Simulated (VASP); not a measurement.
# PbTe: energy against volume

PbTe (rock salt, Fm-3m, 33.406 Å³/atom and stress up to 0.03 GPa in the relaxed cell, cube axes along x, y and z) under an equal strain ε along all three axes. PBEsol in VASP (plane waves, PAW), 480 eV, 8×8×8 Γ-centred mesh, Gaussian smearing 0.05 eV; ions are relaxed, or left where forces stay under 0.02 eV/Å, within the symmetry of each cell.

Here V stands for volume and E for E less E0.

| volume (Å³/atom) | E less E0 (meV/atom) | pressure (GPa) |
|---|---|---|
| 31.4415 | 18.95 | 3.18 |
| 31.9252 | 10.61 | 2.30 |
| 32.4139 | 4.76 | 1.49 |
| 32.9075 | 1.26 | 0.74 |
| 33.4061 | 0.00 | 0.03 |
| 33.9097 | 0.85 | -0.63 |
| 34.4183 | 3.72 | -1.23 |
| 34.9320 | 8.48 | -1.79 |
| 35.4508 | 15.05 | -2.31 |
| 36.5037 | ? | ? |

Task: Fit E against V with the third-order Birch-Murnaghan form, a cubic in V^(-2/3), and predict the withheld value at V = 36.5037.

Result: With u = V^(-2/3) - 0.0965, the rows have u = 0.0038840, 0.0028675, 0.0018662, 0.0008801, -0.0000913, -0.0010482, -0.0019909, -0.0029197, -0.0038349. Least squares gives E = 0.025 + 399.5·u + 1138620·u² + 3343482·u³. Residuals (row less fit): 0.001, -0.002, 0.002, -0.001, 0.002, -0.003, 0.004, -0.002, 0.001; standard error 0.003 (degrees of freedom: 5). Its minimum lies at u = -0.0001756, so V0 = (0.0963244)^(-3/2) = 33.45. There d²E/du² = 2274000 and d³E/du³ = 2.006e7, so B0 = (4/9) × 33.45^(-7/3) × 2274000 × 0.160218 = 44.9 GPa (the last factor turns the table's units into GPa), and B0' = 4 + (2/3) × 0.0963244 × (2.006e7)/2274000 = 4.6. B0' rests on the cubic coefficient alone and has a standard error of 0.1 from these residuals. At the withheld row, u = -0.0056255, so E = 0.025 + 399.5 × (-0.0056255) + 1138620 × (-0.0056255)² + 3343482 × (-0.0056255)³ = 33.215 meV/atom. The calculation gives 33.22 meV/atom, which the fit meets to the printed digits. The row lies outside the fitted rows, so this is an extrapolation. The scatter of the fitted rows lies at the last printed digit.

Spin-orbit coupling is left out, which can shift these values for the heavy elements here. Other structures, which can take over under pressure, weren't tried. The same form fitted to the pressure column gives B0' = 4.6; series where the two differ by over 0.4 aren't shown. Rows are the converged runs of the series near zero and its far end, less any whose ions stayed unrelaxed beside relaxed ones; series whose fitted rows scatter by over a few per cent of the range, as at a crossing or softening among them, aren't shown in this form.
